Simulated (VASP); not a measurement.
An input for Ansatz (written as the equivalent of a VASP run, and not itself run):

Ansatz 0.2 input:
```yaml
crystal:
  lattice:
    - [0.0000000, 3.5000000, 3.5000000]
    - [3.5000000, 0.0000000, 3.5000000]
    - [3.5000000, 3.5000000, 0.0000000]
  atoms:
    - { symbol: Ba, position: [0.0000000, 0.0000000, 0.0000000] }
    - { symbol: Te, position: [0.5000000, 0.5000000, 0.5000000] }
kpoints:
  mp_grid: { grid: [6, 6, 6] }
hamiltonian:
  xc: r2scan
  pseudopotentials: { kind: paw }
scf:
  occupations: { method: gaussian, width: 0.05 }
  max_iter: 100
relax:
  max_steps: 60
  f_tol: 0.01
  cell: {}
output: { forces: true, stress: true, eigenvalues: true }
```

Problem. Translate this input to VASP (INCAR, KPOINTS, POSCAR, choice of POTCAR).

Solution. This is not unique; one that fits is 
File KPOINTS:
```
Automatic mesh
0
Gamma
6 6 6
0 0 0
```

**INCAR**
```
ENCUT  =  400
EDIFF  =  1E-6
PREC  =  Accurate
ISMEAR  =  0   ! Gaussian
SYSTEM  =  BaTe
NSW  =  60   ! most ionic steps
SIGMA  =  0.05   ! width (eV)
NELM  =  100   ! most electronic steps
LMIXTAU  =  T
ALGO  =  Normal
METAGGA  =  R2SCAN
LWAVE  =  F
LMAXMIX  =  4   ! l cut-off of mixed one-centre charges
EDIFFG  =  -0.01   ! ionic stop
LASPH  =  T
IBRION  =  2
LREAL  =  F
LCHARG  =  F
ISIF  =  3
```

File POSCAR:
```
BaTe
1
    0.0000000000     3.5000000000     3.5000000000
    3.5000000000     0.0000000000     3.5000000000
    3.5000000000     3.5000000000     0.0000000000
Ba Te
1 1
Direct
  0.0000000000   0.0000000000   0.0000000000
  0.5000000000   0.5000000000   0.5000000000
```

POTCAR, in this order: Ba_sv Te (PBE.64 set). Program: vasp_std.

What does not carry over: each code has its own PAW files, so the cut-off isn't converted (ENCUT is set for VASP's; basis.ecutwfc is left out, and Ansatz then takes the one that its files recommend); Ansatz stops its SCF on the density residual and VASP on the energy change (EDIFF).

The compound is BaTe in the rock salt structure. This run relaxes it. Symmetry was kept, so distortions that lower it aren't found.
